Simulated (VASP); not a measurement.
## NbTe: equation of state with r2SCAN

NbTe:

```
Te Nb
1.0
     3.70297    0.00000    0.00000
    -1.85149    3.20687    0.00000
     0.00000    0.00000    3.69421
Te Nb
1 1
Direct
  0.66667 0.33333 0.00000
  0.00000 0.00000 0.50000
```

The cell comes from a database or a generator and needn't be the stable form of this composition.

* Program: VASP 6.6.1
* Task: equation of state
* Functional: r2SCAN
* Potentials or basis: VASP PAW PBE potentials, release 64 (Te, Nb_sv)
* Cutoff: 520 eV
* k mesh: 8 × 8 × 7
* Occupations: fermi-dirac, width 0.05 eV
* Spin: no spin polarisation
* Further INCAR settings: ALGO = Normal; EDIFF = 1e-06; NBANDS = 16

```yaml
Equilibrium_volume: 21.65 Å³/atom
Bulk_modulus_at_fixed_shape_and_positions: 128 GPa
Pressure_derivative_of_the_bulk_modulus: 4.6
```

Energy against volume, from the lowest point:
| volume (Å³/atom) | energy (meV/atom) |
| --- | --- |
| 20.618 | 21.19 |
| 21.057 | 6.46 |
| 21.496 | 0.00 |
| 21.934 | 0.94 |
| 22.373 | 8.49 |
| 22.812 | 21.94 |
| 23.250 | 40.64 |

All runs of the series together: 6.5 min on 1 thread of Intel(R) Xeon(R) 6975P-C (Granite Rapids), with other jobs on the host.

Caveat: the cell was scaled at fixed shape and fractional positions, which overstates the stiffness of a crystal with free parameters, most of all of layers and chains; the PAW data sets were made with another functional, which shifts forces and pressure a little. The run has no spin-orbit coupling, so splittings on Te are missing.
